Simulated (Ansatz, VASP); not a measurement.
**Two plane-wave programs on Ge2Sb**

File INCAR:

```
SYSTEM = Ge2Sb
ALGO     = Normal         ! electronic algorithm
EDIFF    = 1E-6           ! SCF threshold, eV
ENCUT    = 520            ! plane-wave cutoff, eV
GGA      = PE             ! functional
ISIF     = 2              ! what is computed and relaxed
ISMEAR   = 0              ! smearing method
LASPH    = .True.         ! aspherical terms in the spheres
LCHARG   = .False.        ! write CHGCAR
LREAL    = .False.        ! projectors in reciprocal space
LWAVE    = .False.        ! write WAVECAR
NBANDS   = 24             ! bands
NELM     = 60             ! most SCF steps
PREC     = Accurate       ! precision mode
SIGMA    = 0.1            ! smearing width, eV
```

Contents of KPOINTS:

```
k-points
0
Gamma
  6 6 4
  0 0 0
```

Contents of POSCAR:

```
Ge2Sb
1.0
    3.8775000000      0.0000000000      0.0000000000
   -1.9387500000      3.3580135000      0.0000000000
    0.0000000000      0.0000000000      5.3268893900
Ge Sb
2 1
Direct
    0.3333333300      0.6666666700      0.7998245500
    0.6666666700      0.3333333300      0.2001754500
    0.0000000000      0.0000000000      0.5000000000
```

Input for Ansatz:

```yaml
crystal:
  lattice:
    - [3.8775, 0.0, 0.0]
    - [-1.93875, 3.3580135, 0.0]
    - [0.0, 0.0, 5.32688939]
  atoms:
    - { symbol: Ge, position: [0.33333333, 0.66666667, 0.79982455] }
    - { symbol: Ge, position: [0.66666667, 0.33333333, 0.20017545] }
    - { symbol: Sb, position: [0.0, 0.0, 0.5] }
basis:
  ecutwfc: 420
kpoints:
  mp_grid: { grid: [6, 6, 4] }
hamiltonian:
  xc: pbe
scf:
  occupations: { method: gaussian, width: 0.1 }
  lower_state_search: "off"
output:
  forces: true
  stress: true
  eigenvalues: true
```

Alike in both runs: task single point; functional PBE; k mesh 6 × 6 × 4; occupations gaussian, width 0.1 eV; no spin polarisation.

```csv
,VASP,Ansatz
version,VASP 6.6.1,Ansatz 0.2.0
potentials or method,"VASP PAW PBE potentials, release 64 (Ge_d, Sb)","scalar-relativistic, plane waves, PAW"
plane-wave cutoff (eV),520,420
valence electrons in the cell,33,43
```

Ansatz gave:

- gap on the k mesh at the Fermi level (eV): none
- pressure (GPa): 4.6
- largest component of the traceless stress (GPa): 3.77
- rms of the force components (eV/Å): 0.595

Task: Estimate VASP's values.

Result: gap on the k mesh at the Fermi level (eV): none; pressure (GPa): 4.6; largest component of the traceless stress (GPa): 3.77; rms of the force components (eV/Å): 0.601.

Atom by atom the forces differ by 0.006 eV/Å (rms over components). A gap of «none» marks a metal or a gap that the smearing closes. With one functional, cell and mesh, what is left measures potentials, basis and numerics. The two sets of potentials don't hold the same shells in valence.

Caveats: forces of over 1 eV/Å show positions far from the minimum, so gaps and moduli don't describe the material at rest. Spin-orbit coupling is left out, which matters for the levels of Sb.
